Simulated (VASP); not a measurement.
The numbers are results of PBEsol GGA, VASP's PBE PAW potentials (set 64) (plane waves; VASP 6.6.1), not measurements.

Input for VASP

**POSCAR**
```
FeSi
1
    4.3035547499     0.0000000000     0.0000000000
    0.0000000000     4.3035547499     0.0000000000
    0.0000000000     0.0000000000     4.3035547499
Fe Si
4 4
Direct
  0.8601880651   0.6398119349   0.3601880651
  0.3601880651   0.8601880651   0.6398119349
  0.1398119349   0.1398119349   0.1398119349
  0.6398119349   0.3601880651   0.8601880651
  0.1577540160   0.3422459840   0.6577540160
  0.6577540160   0.1577540160   0.3422459840
  0.8422459840   0.8422459840   0.8422459840
  0.3422459840   0.6577540160   0.1577540160
```

**INCAR**
```
SYSTEM = FeSi
PREC = Accurate; ENCUT = 500; LREAL = .FALSE.
LASPH = .TRUE.
EDIFF = 1E-6; NELM = 100; ALGO = Normal
LMAXMIX = 4
ISMEAR = 0; SIGMA = 0.05
GGA = PS
IBRION = 2; NSW = 40; ISIF = 3
EDIFFG = -0.02; PSTRESS = 300
LWAVE = .FALSE.; LCHARG = .FALSE.
```

File KPOINTS:
```
Automatic mesh
0
Gamma
5 5 5
0 0 0
```

POTCAR, in this order: Fe Si (PBE.64 set). Program: vasp_std.

Energy and stress use the plane-wave basis of the starting cell.

Question: Estimate the energy per atom (σ→0), volume per atom.

Answer: 
- energy per atom (σ→0): -7.891 eV/atom
- volume per atom: 9.68 Å³/atom

### OSZICAR
```
...
   6 F= -.48625258E+02 E0= -.48625000E+02  d E =-.154778E-02
       N       E                     dE             d eps       ncg     rms          rms(c)
DAV:   1    -0.631262281042E+02    0.24046E-02   -0.34627E-02   638   0.107E+00    0.398E-02
DAV:   2    -0.631262770075E+02   -0.48903E-04   -0.61159E-04   888   0.213E-01    0.260E-02
DAV:   3    -0.631262709958E+02    0.60117E-05   -0.11624E-05   794   0.300E-02    0.134E-02
DAV:   4    -0.631262688124E+02    0.21834E-05   -0.29534E-06   509   0.136E-02    0.321E-03
DAV:   5    -0.631262688579E+02   -0.45464E-07   -0.13563E-06   364   0.181E-02
   7 F= -.48625355E+02 E0= -.48625080E+02  d E =-.164462E-02
```

The compound is FeSi in the B20 structure. This run relaxes it under an external pressure of 30 GPa. Symmetry was kept, so distortions that lower it aren't found. The run is not spin-polarised, so no magnetic state was tried.
